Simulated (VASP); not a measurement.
Input:

```yaml
crystal:
  lattice:
    - [2.28782, -3.96262, 0.00000]
    - [2.28782, 3.96262, 0.00000]
    - [0.00000, 0.00000, 7.20644]
  atoms:
    - { symbol: Mg, position: [0.00000, 0.00000, 0.00000] }
    - { symbol: Mg, position: [0.33333, 0.66667, 0.63349] }
    - { symbol: Mg, position: [0.66667, 0.33333, 0.36651] }
    - { symbol: Sb, position: [0.33333, 0.66667, 0.22488] }
    - { symbol: Sb, position: [0.66667, 0.33333, 0.77512] }
```

Calculation: revTPSS meta-GGA, VASP's PBE PAW potentials (set 64) (plane waves; VASP 6.6.1). Run with 520 eV cut-off, 6×6×4 Γ-centred mesh, tetrahedra with Blöchl corrections, potentials Mg Sb.

The cores are frozen, which limits the accuracy of field gradients.

Problem. Give the principal components of the electric field gradient (V/Å²) and the asymmetry η at each nucleus.

Solution. 
```
atom    Vxx    Vyy   Vzz     η
----  -----  -----  ----  ----
Mg1    -0.7   -0.7   1.4  0.00
Mg2    -0.5   -0.5   1.0  0.00
Mg3    -0.5   -0.5   1.0  0.00
Sb4   -18.9  -18.9  37.8  0.00
Sb5   -18.9  -18.9  37.8  0.00
```

The compound is Mg3Sb2 in the a-la2o3 structure. It was relaxed first.
